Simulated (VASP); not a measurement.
Here is the system:

```
Hf
1.0
    0.00000     2.22000     2.22000
    2.22000     0.00000     2.22000
    2.22000     2.22000     0.00000
Hf
1
Direct
  0.00000   0.00000   0.00000
```

These are LDA (Ceperley-Alder, Perdew-Zunger), VASP's LDA PAW potentials (set 64) (plane waves; VASP 6.6.1) values and carry that method's errors. Numerical set-up: 300 eV cut-off, 13×13×13 Γ-centred mesh, Fermi-Dirac smearing of 0.050 eV, potentials Hf_pv.

### Question
Give the energies of bands 4 to 8 at the high-symmetry points, in eV from the Fermi level.

### Answer

| band | Γ | X | U | L | W |
|---|---|---|---|---|---|
| 4 | -7.22 | -3.35 | -2.31 | -3.70 | -1.84 |
| 5 | 1.33 | -2.24 | -1.46 | 0.81 | -0.39 |
| 6 | 1.33 | 2.78 | 0.94 | 1.10 | -0.39 |
| 7 | 1.33 | 6.36 | 3.99 | 1.10 | 2.46 |
| 8 | 4.16 | 7.02 | 5.99 | 6.37 | 7.04 |

It has no gap at this level: it comes out as a metal or semimetal.

The structure comes from a measured Hf entry (Fm-3m) of the Crystallography Open Database, whose conditions weren't checked. The cell was not relaxed at this level.
